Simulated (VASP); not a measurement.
Crystal: CaZr2N2.

```
Ca Zr N
1.0
    -1.62800    1.62800    7.36400
     1.62800   -1.62800    7.36400
     1.62800    1.62800   -7.36400
Ca Zr N
1 2 2
Cartesian
  0.0000 0.0000 0.0000
  0.0000 0.0000 9.9760
  0.0000 0.0000 4.7520
  0.0000 0.0000 2.5030
  0.0000 0.0000 12.2250
```

The cell was built by a generator and needn't be a form met in nature.

* Program: VASP 6.6.1
* Task: relaxation of cell and atoms
* Functional: PBE
* Potentials or basis: VASP PAW PBE potentials, release 64 (Ca_sv, Zr_sv, N)
* Cutoff: 520 eV
* k mesh: 12 × 12 × 12
* Occupations: gaussian, width 0.1 eV
* Spin: no spin polarisation

At the start: pressure 1.4 GPa; volume 15.61 Å³/atom.

Task: How do energy, volume and symmetry change on relaxing?

Result: Over 11 steps the energy falls by 2.3 meV/atom and the volume is 15.85 Å³/atom (+1.5 %); space group I4/mmm (No. 139, to 0.05 Å).

The path:
| step | energy change (eV) | largest force (eV/Å) | pressure (GPa) | volume (Å³) |
| --- | --- | --- | --- | --- |
| 1 | 0.0000 | 0.1090 | 1.36 | 78.07 |
| 2 | -0.0023 | 0.1780 | -1.49 | 79.58 |
| 3 | -0.0052 | 0.1454 | -0.31 | 78.93 |
| 4 | -0.0080 | 0.1124 | -0.03 | 78.93 |
| 5 | -0.0086 | 0.0930 | 0.17 | 78.92 |
| 6 | -0.0102 | 0.0635 | 0.00 | 79.12 |
| 7 | -0.0106 | 0.0682 | -0.16 | 79.31 |
| 8 | -0.0113 | 0.0599 | 0.08 | 79.21 |
| 9 | -0.0114 | 0.0548 | 0.21 | 79.16 |
| 10 | -0.0112 | 0.0545 | -0.35 | 79.41 |
| 11 | -0.0116 | 0.0093 | -0.03 | 79.26 |

Final structure:
```
Ca Zr N
1.0
    -1.62981    1.62981    7.45976
     1.62981   -1.62981    7.45976
     1.62981    1.62981   -7.45976
Ca Zr N
1 2 2
Direct
  0.00000 0.00000 0.00000
  0.67717 0.67717 0.00000
  0.32283 0.32283 0.00000
  0.17290 0.17290 0.00000
  0.82710 0.82710 0.00000
```
